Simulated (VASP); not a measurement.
A run of VASP 6.6.1 is set up as follows.

INCAR

```
SYSTEM = MgTl
PREC = Accurate ; ENCUT = 600
EDIFF = 1E-7 ; ISMEAR = 0
SIGMA = 0.1 ; LREAL = .FALSE.
LASPH = .TRUE. ; NELM = 100
ALGO = Fast ; ISIF = 3
LWAVE = .FALSE. ; LCHARG = .FALSE.
GGA = CA ; IBRION = 2
NSW = 70 ; EDIFFG = -0.005
```

KPOINTS

```
regular mesh
0
G
  12 12 12
  0 0 0
```

File POSCAR:

```
MgTl
1.0
    3.6934863095      0.0000000000      0.0000000000
    0.0000000000      3.6934863095      0.0000000000
    0.0000000000      0.0000000000      3.6934863095
Mg Tl
1 1
Direct
    0.0000000000      0.0000000000      0.0000000000
    0.5000000000      0.5000000000      0.5000000000
```

Potentials or basis: VASP PAW LDA potentials, release 64 (Mg, Tl_d).

The run is started by

```bash
$ cat potpaw_LDA.64/Mg/POTCAR potpaw_LDA.64/Tl_d/POTCAR > POTCAR
$ mpirun -np 1 vasp_std > vasp.out
```

Q: What does it give for the space group after relaxing (to 0.05 Å)?

A: Pm-3m (No. 221).

Q: Estimate the band gap on the k mesh.

A: None (metal or under the smearing width).

Q: What does it give for the relaxed volume?

A: 22.64 Å³/atom.

Q: Predict the relaxed cell.

A: a = 3.564 Å, b = 3.564 Å, c = 3.564 Å, α = 90.00°, β = 90.00°, γ = 90.00°.

The path:
```
step  energy change (eV)  largest force (eV/Å)  pressure (GPa)  volume (Å³)
   1              0.0000                0.0000           -3.78        50.39
   2             -0.0646                0.0000           -0.89        46.18
   3             -0.0672                0.0000           -0.02        45.28
```

Spin-orbit coupling is left out, which matters for the levels of Tl. Zero-point motion and thermal expansion aren't in these numbers.
